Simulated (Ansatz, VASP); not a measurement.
# SiC (Moissanite 6O SiC) in two plane-wave programs, part 2 of 2

Wanted: the spread between two codes on one cell, functional and k mesh. The cell is taken from a series of runs on this material, whose earlier steps may have relaxed, scaled, displaced or heated it; both programs get it as it stands.

VASP 6.6.1 and Ansatz 0.2.0.

So far: Set-up; VASP: relaxation of cell and atoms, LDA, pair 1; Ansatz: relaxation of cell and atoms, LDA, pair 1; Comparison.

**5. VASP: relaxation of cell and atoms, LDA, pair 2**

Level of this step: LDA; plane waves and PAW (Si, C) (VASP).

The relaxed volume is the usual yardstick between codes: in a stiff, nearly cubic crystal its relative difference is about their pressure difference at one cell divided by the bulk modulus.

INCAR reads:

```
SYSTEM = SiC
PREC = Accurate
ENCUT = 600
EDIFF = 1E-07
NELM = 120
ISMEAR = 0
SIGMA = 0.02
LREAL = .FALSE.
ALGO = Normal
GGA = CA
NBANDS = 36
LORBIT = 11
LWAVE = .FALSE.
LCHARG = .FALSE.
ISIF = 3
IBRION = 2
NSW = 80
EDIFFG = -0.005
LASPH = .TRUE.
GGA_COMPAT = .FALSE.
NELMIN = 4
EFERMI = MIDGAP
KPAR = 2
```

POSCAR reads:

```
SiC
1.0
    1.5296777938     -2.6500991150      0.0000000000
    1.5296777938      2.6500991150      0.0000000000
    0.0000000000      0.0000000000     15.0134810665
Si C
6 6
Direct
    0.1666930641      0.8333069359      0.8576113261
    0.8333069359      0.1666930641      0.3576113261
    0.4999463110      0.5000536890      0.5245340953
    0.5000536890      0.4999463110      0.0245340953
    0.8333253092      0.1666746908      0.6912529368
    0.1666746908      0.8333253092      0.1912529368
    0.5000046989      0.4999953011      0.6498740375
    0.4999953011      0.5000046989      0.1498740375
    0.1667183311      0.8332816689      0.9826602110
    0.8332816689      0.1667183311      0.4826602110
    0.8333637833      0.1666362167      0.8162073932
    0.1666362167      0.8333637833      0.3162073932
```

KPOINTS reads:

```
Automatic mesh
0
Gamma
9 9 2
0 0 0
```

Potentials, in the order of the species: Si and C (LDA family, release 64).

Launch:

```sh
> mpirun -np 2 vasp_std
```

Numbers of over 12 decimals in the logs are rounded to 6 here.

What it wrote:

```text
[... set-up lines as in an earlier step ...]
 entering main loop
       N       E                     dE             d eps       ncg     rms          rms(c)
DAV:   1     0.126492434940E+03    0.12649E+03   -0.23826E+04  3600   0.135E+03
DAV:   2    -0.100053415854E+03   -0.22655E+03   -0.21247E+03  4660   0.222E+02
DAV:   3    -0.112254869486E+03   -0.12201E+02   -0.12117E+02  4732   0.484E+01
DAV:   4    -0.112440293902E+03   -0.18542E+00   -0.18504E+00  4624   0.699E+00
[...]
DAV:  12    -0.998805165255E+02    0.97393E-05   -0.19344E-05  4436   0.182E-02    0.127E-02
DAV:  13    -0.998805155514E+02    0.97410E-06   -0.40448E-06  4544   0.789E-03    0.210E-03
DAV:  14    -0.998805155333E+02    0.18077E-07   -0.21156E-07  3068   0.264E-03
   1 F= -.99880516E+02 E0= -.99880516E+02  d E =-.998805E+02
[...]
2 F= -.99880531E+02 E0= -.99880531E+02  d E =-.158107E-04
[...]
3 F= -.99880635E+02 E0= -.99880635E+02  d E =-.119744E-03
[...]
4 F= -.99880650E+02 E0= -.99880650E+02  d E =-.144558E-04
 trial-energy change:   -0.000014  1 .order   -0.000014   -0.000030    0.000001
 step:   0.8759(harm=  0.8759)  dis= 0.00032  next Energy=   -99.880650 (dE=-0.144E-04)
 reached required accuracy - stopping structural energy minimisation
```

OUTCAR, selected parts (step 5):

```text
  Total       -0.0087913     -0.0056981     -0.0102855      0.0000000      0.0000000      0.0000000
  in kB       -0.1156399     -0.0749530     -0.1352953      0.0000000      0.0000000      0.0000000
  external PRESSURE =      -0.1086294 kB  Pullay stress =       0.0000000 kB

 POSITION                                       TOTAL-FORCE (eV/Angst)
 -----------------------------------------------------------------------------------
      1.53021      1.76675     12.87963         0.000000      0.000310      0.001434
      1.53021     -1.76675      5.37142         0.000000     -0.000310      0.001434
      1.53021      0.00023      7.87582         0.000000     -0.000259     -0.000306
      1.53021     -0.00023      0.36760         0.000000      0.000259     -0.000306
      1.53021     -1.76693     10.37963         0.000000      0.000345      0.000110
      1.53021      1.76693      2.87141         0.000000     -0.000345      0.000110
      1.53021      0.00002      9.75824         0.000000     -0.000085      0.000383
      1.53021     -0.00002      2.25003         0.000000      0.000085      0.000383
      1.53021      1.76667     14.75657         0.000000      0.000578     -0.000668
      1.53021     -1.76667      7.24835         0.000000     -0.000578     -0.000668
      1.53021     -1.76703     12.25653         0.000000     -0.000110     -0.000953
      1.53021      1.76703      4.74831         0.000000      0.000110     -0.000953
 -----------------------------------------------------------------------------------
    total drift:                                0.000000      0.000000      0.000041

  FREE ENERGIE OF THE ION-ELECTRON SYSTEM (eV)
  ---------------------------------------------------
  free  energy   TOTEN  =       -99.8806497334 eV

  energy  without entropy=      -99.8806497334  energy(sigma->0) =      -99.88064973

[... 2 parts as in an earlier step ...]

[... 2 further parts left out ...]
[key lines of the parts left out:]
E-fermi :   9.3519
```

**6. Ansatz: relaxation of cell and atoms, LDA, pair 2**

The same cell, functional (in two slightly different forms), mesh and smearing now go to Ansatz, which takes its cutoff from its data sets.

The cell is taken from a series of runs on this material, whose earlier steps may have relaxed, scaled, displaced or heated it; both programs get it as it stands.

input.yaml reads:

```yaml
crystal:
  lattice:
    - [1.5296777938, -2.650099115, 0.0]
    - [1.5296777938, 2.650099115, 0.0]
    - [0.0, 0.0, 15.0134810665]
  atoms:
    - { symbol: Si, position: [0.1666930641, 0.8333069359, 0.8576113261] }
    - { symbol: Si, position: [0.8333069359, 0.1666930641, 0.3576113261] }
    - { symbol: Si, position: [0.499946311, 0.500053689, 0.5245340953] }
    - { symbol: Si, position: [0.500053689, 0.499946311, 0.0245340953] }
    - { symbol: Si, position: [0.8333253092, 0.1666746908, 0.6912529368] }
    - { symbol: Si, position: [0.1666746908, 0.8333253092, 0.1912529368] }
    - { symbol: C, position: [0.5000046989, 0.4999953011, 0.6498740375] }
    - { symbol: C, position: [0.4999953011, 0.5000046989, 0.1498740375] }
    - { symbol: C, position: [0.1667183311, 0.8332816689, 0.982660211] }
    - { symbol: C, position: [0.8332816689, 0.1667183311, 0.482660211] }
    - { symbol: C, position: [0.8333637833, 0.1666362167, 0.8162073932] }
    - { symbol: C, position: [0.1666362167, 0.8333637833, 0.3162073932] }
kpoints:
  mp_grid: { grid: [9, 9, 2] }
hamiltonian:
  xc: lda
scf:
  occupations: { method: gaussian, width: 0.02 }
output:
  forces: true
  stress: true
  eigenvalues: true
relax:
  adjacent_minimum: "off"
  f_tol: 0.005
  max_steps: 80
  cell: { stress_tol: 0.05 }
```

Launch:

```sh
> ansatz run input.yaml --threads 16 --pin off --max-ram 61440MiB --backend cuda --events-out ev --progress --plain --runs-dir out --max-vram 78GiB
```

What it wrote:

```text
[...]
GPU FFT provider: cuFFT
GPU libraries: cuBLAS 13.8.1, cuFFT 12.4.0, cuSOLVER 12.3.2
[...]
Crystal: 12 atoms, lattice volume = 121.723 Å³
Basis set: ecut = 420 eV, 2379 PW (Γ)
[...]
k-points: 50 of 162
[...]
SCF converged after 7 iterations
[...]
- { symbol: Si, position: [0.166673, 0.833327, 0.191213] }
    - { symbol: C, position: [0.499991, 0.500009, 0.649836] }
    - { symbol: C, position: [0.500009, 0.499991, 0.149836] }
    - { symbol: C, position: [0.166663, 0.833337, 0.982701] }
    - { symbol: C, position: [0.833337, 0.166663, 0.482701] }
    - { symbol: C, position: [0.833324, 0.166676, 0.816203] }
    - { symbol: C, position: [0.166676, 0.833324, 0.316203] }
```

**7. Side by side**

The two programs side by side:

| quantity | Ansatz | VASP | difference |
| --- | --- | --- | --- |
| volume (Å³) | 121.67 | 121.80 | -0.11 % |
| edge a after relaxation, in the typed setting (Å) | 3.059 | 3.060 | -0.04 % |
| edge c after relaxation, in the typed setting (Å) | 15.011 | 15.016 | -0.04 % |

**8. What came out**

```yaml
difference_in_volume_relaxation_of_cell_and_atoms_lda_pair_1: -0.11 %
difference_in_volume_relaxation_of_cell_and_atoms_lda_pair_2: -0.11 %
```

In words: The difference in volume is -0.11 % (relaxation of cell and atoms, LDA, pair 2), within the 1.2 % picked in this series as the mark of a large difference, as far as the stopping tolerances let one tell. How closely two codes agree says nothing of how well the functional describes the real material.

[Lines on the potential files, build, host, timing and source positions are cut from VASP's logs without a mark.]

[Logs are printed without paths, hosts, clocks, repeated set-up lines and the standing remarks that a program may print on its own settings, such as how far it seeks lower states.]

[Hosts, paths, dates, database ids (printed as entryN), source tags and the programs' standing remarks are cut or masked in the printed files.]
